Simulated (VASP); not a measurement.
VASP runs on TeSe2 share one base input (PBE GGA, plane waves, VASP's PBE PAW potentials (set 64)) and change the settings named in each case.

### POSCAR
```
TeSe2
34.3184860
  0.1132226521   0.0000000000   0.0000000000
 -0.0566113260   0.0980536845   0.0000000000
  0.0000000000   0.0000000000   0.5000000000
Te Se
1 2
Cartesian
  0.0000000000   0.0000000000   0.2500000000
 -0.0000000566   0.0653691557   0.2960285000
  0.0566113826   0.0326845288   0.2039715000
```

INCAR:
```
! general
SYSTEM  = TeSe2
PREC    = Accurate
ENCUT   = 300
LREAL   = .FALSE.
LASPH   = .TRUE.

! electronic loop
EDIFF   = 1E-6
NELM    = 100
ALGO    = Normal
LMAXMIX = 4

! smearing
ISMEAR  = -1
SIGMA   = 0.136

! functional
GGA     = PE

! ions
ISIF    = 2

! output
LWAVE   = .FALSE.
LCHARG  = .FALSE.
```

File KPOINTS:
```
K-points
0
gamma
  7 7 1
```

POTCAR, in this order: Te Se (PBE.64 set). Program: vasp_std.

```csv
change,E(σ→0) (eV/atom),largest force (eV/Å),−TS (eV)
base run,-3.3341,0.978,-0.0207
"GGA removed, POTCAR Te Se (LDA.64 set)",-3.9603,0.527,-0.0226
"GGA_COMPAT = .FALSE., LNONCOLLINEAR = .TRUE., LSORBIT = .TRUE., MAGMOM = 0.0 0.0 0.0 0.0 0.0 0.0 0.0 0.0 0.0, program vasp_ncl",-3.3769,1.002,-0.0233
KPOINTS 6×6×1 Γ-centred mesh,-3.3277,[?],[?]
```

Task: Some entries are withheld; supply them.

Result: 
- KPOINTS 6×6×1 Γ-centred mesh, largest force (eV/Å): 0.984
- KPOINTS 6×6×1 Γ-centred mesh, −TS (eV): -0.0255

Energies of different potentials or functionals have different zeros. The cell holds a wide vacuum, so values per volume refer to the whole cell. Unless said otherwise, spin-orbit coupling is left out, though it shifts the bands of the heavy elements here.

Left out are runs that ran out of time, are held back, or changed the cell or the kind of run, fixed moments of cells without a moment, rows past the twelfth, gaps on odd meshes, pressures of charged cells and columns that move by less than the noise.

The cell is a sheet or thin cut with vacuum, built from a generated structure.
